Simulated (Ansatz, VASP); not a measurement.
# Cross-check of NiSb between VASP and Ansatz, part 2 of 2

One calculation is typed for both programs; each brings its own data sets and cutoff. How far apart do they land? The cell is taken from a series of VASP runs on this material, whose earlier steps may have relaxed, scaled or displaced it; both programs get it as it stands.

VASP 6.6.1 and Ansatz 0.2.0.

So far: The starting structure; VASP: relaxation of cell and atoms, PBEsol.

### 3. Ansatz: relaxation of cell and atoms, PBEsol

Level of this step: Ansatz beside VASP: Kohn-Sham DFT, plane waves, PBEsol (Ansatz).

Ansatz runs on its default PAW (the set named soft_2) files.

The same cell, functional, mesh and smearing now go to Ansatz, which takes its cutoff from its data sets.

input.yaml reads:

```yaml
crystal:
  lattice:
    - [3.9143589304, 0.0, 0.0]
    - [-1.9571794652, 3.3899342733, 0.0]
    - [0.0, 0.0, 5.0746841801]
  atoms:
    - { symbol: Sb, position: [0.6666666667, 0.3333333333, 0.75] }
    - { symbol: Sb, position: [0.3333333333, 0.6666666667, 0.25] }
    - { symbol: Ni, position: [0.0, 0.0, 0.5], spin: 1.0 }
    - { symbol: Ni, position: [0.0, 0.0, 0.0], spin: 1.0 }
hamiltonian:
  xc: pbesol
  pseudopotentials: { kind: paw }
magnetization:
  spin_polarized: true
kpoints:
  mp_grid: { grid: [14, 14, 10] }
scf:
  occupations: { method: gaussian, width: 0.05 }
relax:
  f_tol: 0.01
  max_steps: 60
  cell: { stress_tol: 0.05 }
output:
  forces: true
  stress: true
  write_density: true
  write_potential: true
  elf: true
  volumetric_format: npy
```

On the command line:

```console
$ ansatz run input.yaml --threads 4 --pin off --max-ram 9216MiB --backend cpu --events-out ev --progress --plain --runs-dir out
```

Numbers of over 12 decimals in the logs are rounded to 6 here.

The log of the run:

```text
Engine: ansatz 0.2.0, aarch64-unknown-linux-gnu
Pseudopotentials: kind: paw
Pseudopotential: Sb, paw, valence charge 15, recommended cutoff 420 eV (normal), Sb.paw.azcp
Pseudopotential: Ni, paw, valence charge 18, recommended cutoff 420 eV (normal), Ni.paw.azcp
Functional definition: PBEsol
  exchange = pbesol_x
  correlation = pbesol_c
Crystal: 4 atoms, lattice volume = 67.338 Å³
Basis set: ecut = 420 eV, 1337 PW (Γ), exchange–correlation on 54×54×72 points (8 copies of the dense FFT grid, shifted against one another)
Bands: 41, of which v1, the nominal top of the filled ones, is band 33 counted from 1 (32 counted from 0)
Symmetry: 24 space group operations
Space group: P63/mmc (ITA 194), of the structure as read, at distance tolerance 4.1e-5 Å
Magnetic group: BNS 194.263 (UNI 1493), of the structure as read, at distance tolerance 4.1e-5 Å
k-points: 144 of 1960
Non-local potential: Sb, projectors of the file, l = 0: 2, l = 1: 2, l = 2: 2, l = 3: 2
Non-local potential: Ni, projectors of the file, l = 0: 3, l = 1: 2, l = 2: 3, l = 3: 1
PAW form: soft (Blöchl's): semilocal exchange-correlation on the pseudo side does not see the compensation charge
PAW frozen core: Sb, regenerated for the run's functional, and the local potential with it (the file was generated under x = pbe(κ = 0.804, μ = 0.219515), c = pbe(β = 0.066725))
PAW frozen core: Ni, regenerated for the run's functional, and the local potential with it (the file was generated under x = pbe(κ = 0.804, μ = 0.219515), c = pbe(β = 0.066725))
PAW one-centre angular grid: Sb, 590 points (default); XC on 64 Gauss nodes
PAW one-centre angular grid: Ni, 590 points (default); XC on 64 Gauss nodes
Initial density: superposition of atomic densities (chi_scale 0.1, normalization cell)
Starting moments: Σ|m| = 2 μB on 2 of 4 sites
Initial wavefunctions: pseudopotential atomic-orbital guess
Functional: x = pbesol(κ = 0.804, μ = 0.123457), c = pbesol(β = 0.046)
iter 1 solved again at ethr=1.79e-3 eV; its pass at ethr=3.10e-3 eV (dr2=1.18e0 eV) is discarded
SCF iter   1: F=—  HF=-24423.142709 eV  |F-HF|=—  |Δ(HF+E_count)|=         —  Δρ=3.68e-2 (↑2.65e-2 ↓3.68e-2)  dr2=1.19e0  dr2_m=4.28e-1  M=1.084 μB ∫|m|=1.313 μB  β_m=0.30  ethr=1.79e-3  ⟨swp⟩=1.1  Hψ=60884  notcnv=0
Mixer restart at iter 1: flushing history
preconditioner: auto → Kerker (q_TF=auto, 2.719 Å⁻¹)  [metal: Δε(μ)=0.004 eV  Ē_g=18.146 eV  σ=0.050 eV  W_gap=0.05  n_scr=22 (ndim 8)  ℏωp=32.0 eV  f_vac=0.000  D(μ)=2.40/eV (n_scr^D=22)]
spin=Collinear: Kerker preconditioning applied to the charge; magnetization (m = ρ↑ − ρ↓) channel mixes plain (no charge-response kernel on spin).
SCF iter   2: F=—  HF=-24424.465553 eV  |F-HF|=—  |Δ(HF+E_count)|=    1.32e0  Δρ=4.48e-2 (↑1.75e-2 ↓4.48e-2)  dr2=1.64e0  dr2_m=4.63e-1  M=0.885 μB ∫|m|=1.104 μB  β_m=0.65  ethr=1.79e-3  ⟨swp⟩=2.0  Hψ=14112  notcnv=0  defer=1
SCF iter   3: F=—  HF=-24426.740796 eV  |F-HF|=—  |Δ(HF+E_count)|=    2.28e0  Δρ=3.60e-2 (↑1.83e-2 ↓3.60e-2)  dr2=1.04e0  dr2_m=3.87e-1  M=0.570 μB ∫|m|=0.778 μB  β_m=0.36  ethr=1.79e-3  ⟨swp⟩=3.0  Hψ=19139  notcnv=0  defer=169
SCF iter   4: F=—  HF=-24427.313675 eV  |F-HF|=—  |Δ(HF+E_count)|=   5.73e-1  Δρ=1.64e-2 (↑1.64e-2 ↓1.62e-2)  dr2=2.26e-1  dr2_m=1.38e-1  M=0.280 μB ∫|m|=0.436 μB  β_m=0.68  ethr=1.58e-3  ⟨swp⟩=2.2  Hψ=16455  notcnv=0  defer=805
SCF iter   5: F=—  HF=-24427.121018 eV  |F-HF|=—  |Δ(HF+E_count)|=         —  Δρ=2.70e-2 (↑1.69e-2 ↓2.70e-2)  dr2=8.85e-1  dr2_m=1.83e-2  M=-0.012 μB ∫|m|=0.018 μB  β_m=0.68  ethr=3.42e-4  ⟨swp⟩=3.4  Hψ=23718  notcnv=0  defer=801
Mixer restart at iter 5: flushing history
SCF iter   6: F=—  HF=-24427.578840 eV  |F-HF|=—  |Δ(HF+E_count)|=   4.58e-1  Δρ=1.99e-2 (↑1.99e-2 ↓1.66e-2)  dr2=4.07e-1  dr2_m=2.32e-3  M=-0.004 μB ∫|m|=0.007 μB  β_m=0.54  ethr=3.42e-4  ⟨swp⟩=3.0  Hψ=26583  notcnv=0  defer=808
SCF iter   7: F=—  HF=-24427.344128 eV  |F-HF|=—  |Δ(HF+E_count)|=   2.35e-1  Δρ=1.13e-2 (↑8.35e-3 ↓1.13e-2)  dr2=2.26e-1  dr2_m=1.60e-3  M=-0.005 μB ∫|m|=0.007 μB  β_m=0.57  ethr=3.42e-4  ⟨swp⟩=3.0  Hψ=25727  notcnv=0  defer=811
SCF iter   8: F=—  HF=-24427.358258 eV  |F-HF|=—  |Δ(HF+E_count)|=   1.41e-2  Δρ=2.14e-3 (↑1.67e-3 ↓2.14e-3)  dr2=1.48e-2  dr2_m=4.69e-5  M=-0.003 μB ∫|m|=0.004 μB  β_m=0.73  ethr=3.42e-4  ⟨swp⟩=2.0  Hψ=15847  notcnv=0  defer=811
SCF iter   9: F=—  HF=-24427.357041 eV  |F-HF|=—  |Δ(HF+E_count)|=   1.22e-3  Δρ=5.77e-4 (↑2.86e-4 ↓5.77e-4)  dr2=8.79e-4  dr2_m=3.71e-5  M=-0.001 μB ∫|m|=0.001 μB  β_m=0.87  ethr=2.24e-5  ⟨swp⟩=1.2  Hψ=13819  notcnv=0  defer=807
SCF iter  10: F=—  HF=-24427.356916 eV  |F-HF|=—  |Δ(HF+E_count)|=   1.26e-4  Δρ=8.60e-5 (↑8.60e-5 ↓5.54e-5)  dr2=2.06e-5  dr2_m=2.41e-7  M=0.000 μB ∫|m|=0.000 μB  β_m=0.89  ethr=1.33e-6  ⟨swp⟩=2.0  Hψ=15870  notcnv=0  defer=807
SCF iter  11: F=—  HF=-24427.356912 eV  |F-HF|=—  |Δ(HF+E_count)|=   4.11e-6  Δρ=2.97e-5 (↑2.97e-5 ↓2.09e-5)  dr2=1.47e-6  dr2_m=2.12e-8  M=0.000 μB ∫|m|=0.000 μB  β_m=0.94  ethr=3.12e-8  ⟨swp⟩=2.4  Hψ=18716  notcnv=0  defer=807
SCF iter  12: F=—  HF=-24427.356911 eV  |F-HF|=—  |Δ(HF+E_count)|=   2.30e-7  Δρ=1.05e-5 (↑1.05e-5 ↓7.86e-6)  dr2=1.72e-7  dr2_m=1.86e-9  M=-0.000 μB ∫|m|=0.000 μB  β_m=0.93  ethr=2.22e-9  ⟨swp⟩=2.7  Hψ=19102  notcnv=0  defer=807
SCF iter  13: F=—  HF=-24427.356911 eV  |F-HF|=—  |Δ(HF+E_count)|=   1.23e-8  Δρ=3.08e-6 (↑3.08e-6 ↓2.33e-6)  dr2=1.93e-8  dr2_m=2.35e-10  M=-0.000 μB ∫|m|=0.000 μB  β_m=0.97  ethr=2.61e-10  ⟨swp⟩=2.9  Hψ=20339  notcnv=0  defer=807
SCF iter  14: F=-24427.356911 eV  HF=-24427.356911 eV  |F-HF|=1.95e-8  |Δ(HF+E_count)|=   1.89e-9  Δρ=3.28e-6 (↑3.28e-6 ↓3.11e-6)  dr2=2.25e-8  dr2_m=4.93e-12  M=0.000 μB ∫|m|=0.000 μB  ethr=2.93e-11  ⟨swp⟩=5.1  Hψ=66428  notcnv=0
WARN: the starting moments were not kept: the SCF closed with an absolute magnetisation of 1.4e-6 μB, where they sum to 2 μB in size (2 sites). That is at most 0.1 of that sum. Measured as dr2_m measures the in/out step, that magnetisation stands 1.8e-12 eV from none, at or under the dr2_threshold of 1.0e-7 eV: it is no larger than a step whose dr2_m would equal this threshold. The system may hold no moment; this SCF [...]
SCF 1 converged in 14 iterations: F = -24427.356911 eV  dr2 = 2.25e-8
  greatest PAW one-centre occupation: 1.001 electrons in one spin orbital (limit 2), on the Ni atom at site 3 (counted from 0), in its partial waves of l = 1
relax step   1: F+E_penalty+E_count = -24427.35691141 eV  Δ(F+E_penalty+E_count) = +0.000e0 eV  max|allowed force component| = 3.701e-17 eV/Å  Δτ_max = 0.0000 Å  P = -0.046 GPa  Ω = 67.338 Å³  (14 SCF iters, dr2 threshold 1.00e-7 eV, accepted)
[...]
relax step   2: F+E_penalty+E_count = -24427.35694453 eV  Δ(F+E_penalty+E_count) = -3.312e-5 eV  max|allowed force component| = 2.082e-17 eV/Å  Δτ_max = 0.0000 Å  P = -0.002 GPa  Ω = 67.315 Å³  energy of the carried Pulay correction = +9.553e-6 eV  (6 SCF iters, dr2 threshold 4.70e-8 eV, accepted)
[...]
relax step   3: F+E_penalty+E_count = -24427.35693520 eV  Δ(F+E_penalty+E_count) = +9.325e-6 eV  max|allowed force component| = 1.850e-17 eV/Å  Δτ_max = 0.0000 Å  P = -0.002 GPa  Ω = 67.315 Å³  stress off target by 3.50e-2 GPa  SCF on the basis re-selected at this cell (its energy is not comparable with the rows above)  (7 SCF iters)
basis re-selected at this cell: Δ(F+E_penalty+E_count) = +9.325e-6 eV, ΔP = +0.000 GPa vs the last step (what re-selecting the basis moved, of the pressure what is left beyond the Pulay correction that the steps carried, after the strain that the cell walked since its last selection, with what the two solves' SCF thresholds leave and, on support functions, any second-order correction that the steps lacked; it is no m [...]
SCF converged after 7 iterations
Magnetization: -0.0000 μB (33.0000 up, 33.0000 down)
Absolute magnetization: 0.0000 μB (∫|ρ↑−ρ↓|, with the PAW one-centre terms)
Spin contamination: 0.0000 ħ² per cell (⟨S²⟩ above its minimum at these occupations)
Per-site moments (μB) at R_I (Å): [(2.6148003218179556e-10, 1.069035), (2.614799178089249e-10, 1.069035), (-6.0828274843831644e-9, 1.045997), (-6.08282742210189e-9, 1.045997)]
Free energy (F): -24427.356935 eV
Harris-Foulkes:  -24427.356935 eV  (|F-HF|=3.64e-12)
Internal energy: -24427.354962 eV  (E = F + TS)
E sigma→0 (E₀):  -24427.355948 eV
Entropy (-TS):   -0.001974 eV (-0.493 meV/atom)
Fermi energy:    15.461542 eV
--- Per-component energies (eV) ---
  E_band       = -849.104256
  E_kinetic    = 990.915757
  E_local      = -11008.200721  (includes V_loc(G=0)·N_el)
  E_nonlocal   = 2013.074899
  E_hartree    = 4814.244642
  E_xc         = -446.640052
  E_vxc        = -415.716272  (∫ρ·V_xc dr)
  E_paw        = -12201.691420  (= ΣΔE_a)
  E_vpaw       = -2057.668084  (= ΣTr[D̂ρ^β])
  E_aug_tail   = 0.000917  (compensation charges beyond the density's cutoff)
  E_ewald      = -8590.117275
  E_core_change = 1.058292  (= ΣΔE_core)
  E_smearing   = -0.001974  (= −TS)
  E_closure    = -0.000000  (closes the sum)
  Σ components = -24427.356935   (vs F -24427.356935, Δ=0.00e0)
--- Forces (eV/Å), atoms counted from 1 ---
  atom   1  Sb    -0.00000000     0.00000000     0.00000000
  atom   2  Sb    -0.00000000    -0.00000000     0.00000000
  atom   3  Ni     0.00000000     0.00000000     0.00000000
  atom   4  Ni    -0.00000000     0.00000000    -0.00000000
  max |Σ_I F_I| component: 1.39e-17 eV/Å
--- Stress (GPa, compression-positive) ---
        0.015107       0.000000       0.000000
        0.000000       0.015107       0.000000
        0.000000       0.000000      -0.034952
  P = ⅓ Tr σ = -0.0016 GPa (-0.016 kbar)
--- Band table (eV; the first three rows and the last of 288) ---
  k-point 0 ↑: bands = [... 29 lower, 14.1288, 15.4846, 16.0132, 16.0132, 17.9837, 17.9837, 18.5327, 19.5915, ... 4 higher]
  k-point 1 ↑: bands = [... 29 lower, 14.0527, 15.4275, 16.1404, 16.1404, 17.9795, 17.9795, 18.6388, 19.2668, ... 4 higher]
  k-point 2 ↑: bands = [... 29 lower, 13.8833, 15.2918, 16.4560, 16.4560, 17.9608, 17.9608, 18.5205, 18.9433, ... 4 higher]
  k-point 143 ↓: bands = [... 29 lower, 13.4334, 13.9754, 13.9754, 14.2302, 14.2302, 19.7847, 19.7847, 22.7125, ... 4 higher]
--- Relaxed structure (2 steps of the walk, 2 accepted, 1 SCFs on fresh bases) ---
  F+E_penalty+E_count = -24427.35693520 eV   max|allowed force component| = 1.850e-17 eV/Å   (the final SCF, on the basis selected at the relaxed cell)
  cell:  # Å, volume = 67.3154 Å³
    - [3.914926, 0.0, 0.0]
    - [-1.957463, 3.390425, 0.0]
    - [0.0, 0.0, 5.071503]
  atoms:
    - { symbol: Sb, position: [0.666667, 0.333333, 0.750000] }
    - { symbol: Sb, position: [0.333333, 0.666667, 0.25] }
    - { symbol: Ni, position: [0, 0, 0.5] }
    - { symbol: Ni, position: [0, 0, 0.0] }
```

Wall time 50 s (4 threads of Arm Neoverse V1, shared host); peak memory 0.82 GiB.

### 4. Comparison

Known differences besides the potentials themselves: both relaxations stop at a tolerance, which leaves soft axes loose, and VASP keeps its plane-wave basis; the data sets hold 66 valence electrons in Ansatz (default PAW (the set named soft_2) files) and 30 in VASP; the cutoff is 420 eV in Ansatz and 520 eV in VASP; Ansatz makes its cores anew for this functional, VASP keeps those of its PBE data sets; Ansatz adds a Pulay correction to the stress that steers its cell, VASP none. Total energies have different zeros and are not compared.

Compared:

```
                                         quantity  Ansatz   VASP  difference
                                      volume (Å³)   67.32  67.34     -0.03 %
edge a after relaxation, in the typed setting (Å)   3.915  3.914     +0.01 %
edge c after relaxation, in the typed setting (Å)   5.072  5.075     -0.06 %
```

The walks stopped with 0.00 GPa left in Ansatz and 0.01 GPa in VASP; each walk ends within a tolerance, so the volume difference is uncertain by about these residues over the bulk modulus, most in soft cells.

### 5. Outcome

* difference in edge c after relaxation, in the typed setting (relaxation of cell and atoms, PBEsol): -0.063 %

What this shows: The difference in edge c after relaxation, in the typed setting is -0.063 % (relaxation of cell and atoms, PBEsol), within the 1.2 % picked in this series as the mark of a large difference, as far as the stopping tolerances let one tell. How closely two codes agree says nothing of how well the functional describes the real material.

[Lines on the potential files, build, host, timing and source positions are cut from VASP's logs without a mark.]

[Logs are printed without paths, hosts, clocks, repeated set-up lines and the standing remarks that a program may print on its own settings, such as how far it seeks lower states.]

[Hosts, paths, dates, database ids (printed as entryN), source tags and the programs' standing remarks are cut or masked in the printed files.]
